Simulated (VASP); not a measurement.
Level of theory: PBE GGA with D3 dispersion (zero damping), VASP's PBE PAW potentials (set 64) (plane waves; VASP).

Input for VASP

INCAR:
```
# general
SYSTEM =PbF2
PREC   =Accurate
ENCUT  =520
LREAL  =.FALSE.
LASPH  =.TRUE.
ICHARG =11

# electronic loop
EDIFF  =1E-7
NELM   =100
ALGO   =Normal
LMAXMIX=4

# smearing
ISMEAR =0
SIGMA  =0.05

# functional
GGA    =PE
IVDW   =11

# output
LWAVE  =.FALSE.
LCHARG =.FALSE.
LORBIT =11
```

**POSCAR**
```
PbF2
2.9898530
  0.0000000000   0.9999999654   0.9999999654
  0.9999999654   0.0000000000   0.9999999654
  0.9999999654   0.9999999654   0.0000000000
Pb F
1 2
Cartesian
  0.0000000000   0.0000000000   0.0000000000
  0.4999999827   0.4999999827   0.4999999827
  1.4999999481   1.4999999481   1.4999999481
```

KPOINTS:
```
k-points along high-symmetry lines
15
Line-mode
Reciprocal
  0.000000   0.000000   0.000000 ! GAMMA
  0.500000   0.000000   0.500000 ! X

  0.500000   0.000000   0.500000 ! X
  0.625000   0.250000   0.625000 ! U

  0.375000   0.375000   0.750000 ! K
  0.000000   0.000000   0.000000 ! GAMMA

  0.000000   0.000000   0.000000 ! GAMMA
  0.500000   0.500000   0.500000 ! L

  0.500000   0.500000   0.500000 ! L
  0.500000   0.250000   0.750000 ! W

  0.500000   0.250000   0.750000 ! W
  0.500000   0.000000   0.500000 ! X
```

POTCAR, in this order: Pb_d F (PBE.64 set). Program: vasp_std. Read from the step before: CHGCAR.

Output of the run:

### OSZICAR
```
       N       E                     dE             d eps       ncg     rms          rms(c)
DAV:   1     0.294010724050E+03    0.29401E+03   -0.15010E+04  3250   0.178E+03
DAV:   2     0.126787638557E+02   -0.28133E+03   -0.27162E+03  3754   0.449E+02
DAV:   3    -0.133664977550E+02   -0.26045E+02   -0.25571E+02  3764   0.149E+02
DAV:   4    -0.141933815179E+02   -0.82688E+00   -0.82559E+00  3520   0.281E+01
DAV:   5    -0.142207115818E+02   -0.27330E-01   -0.27328E-01  3706   0.510E+00
DAV:   6    -0.142221526303E+02   -0.14410E-02   -0.14410E-02  3924   0.111E+00
DAV:   7    -0.142222154338E+02   -0.62804E-04   -0.62803E-04  3988   0.193E-01
DAV:   8    -0.142222177754E+02   -0.23416E-05   -0.23416E-05  3876   0.302E-02
DAV:   9    -0.142222178331E+02   -0.57732E-07   -0.57737E-07  2300   0.386E-03
   1 F= -.14522867E+02 E0= -.14522867E+02  d E =-.335419E-17
```

File OUTCAR:
```
 val. band max:        1.5689932882   @ k =   0.5000   0.2500   0.7500

 cond. band min:       5.9876981310   @ k =   0.5000   0.0000   0.5000



 k-point     1 :       0.0000    0.0000    0.0000
  band No.  band energies     occupation
      1     -19.3166      2.00000
      2     -18.7418      2.00000
      3     -12.8406      2.00000
      4     -12.8406      2.00000
      5     -12.8406      2.00000
      6     -12.7947      2.00000
      7     -12.7947      2.00000
      8      -3.0713      2.00000
      9      -0.7356      2.00000
     10      -0.7355      2.00000
     11      -0.7355      2.00000
     12      -0.2458      2.00000
     13      -0.2458      2.00000
     14      -0.2458      2.00000
     15       8.3154      0.00000
     16       8.3154      0.00000
     17       8.3154      0.00000
     18      12.1409      0.00000

 k-point     2 :       0.0357    0.0000    0.0357
  band No.  band energies     occupation
      1     -19.3135      2.00000
      2     -18.7442      2.00000
      3     -12.8396      2.00000
      4     -12.8396      2.00000
      5     -12.8378      2.00000
      6     -12.7950      2.00000
      7     -12.7944      2.00000
      8      -3.0998      2.00000
      9      -0.7546      2.00000
     10      -0.7546      2.00000
     11      -0.7253      2.00000
     12      -0.2360      2.00000
     13      -0.2360      2.00000
     14      -0.2183      2.00000
     15       8.2384      0.00000
     16       8.3311      0.00000
     17       8.3311      0.00000
     18      12.2567      0.00000

 k-point     3 :       0.0714    0.0000    0.0714
  band No.  band energies     occupation
      1     -19.3043      2.00000
      2     -18.7526      2.00000
      3     -12.8368      2.00000
      4     -12.8368      2.00000
      5     -12.8297      2.00000
      6     -12.7961      2.00000
      7     -12.7936      2.00000
      8      -3.1815      2.00000
      9      -0.8078      2.00000
     10      -0.8078      2.00000
...
```

The density is held fixed in this step, so its total energy and stress have no physical meaning. Unless said otherwise, spin-orbit coupling is left out, though it shifts the bands of the heavy elements here.

The compound is PbF2 in the fluorite structure, the β form. It was relaxed first.
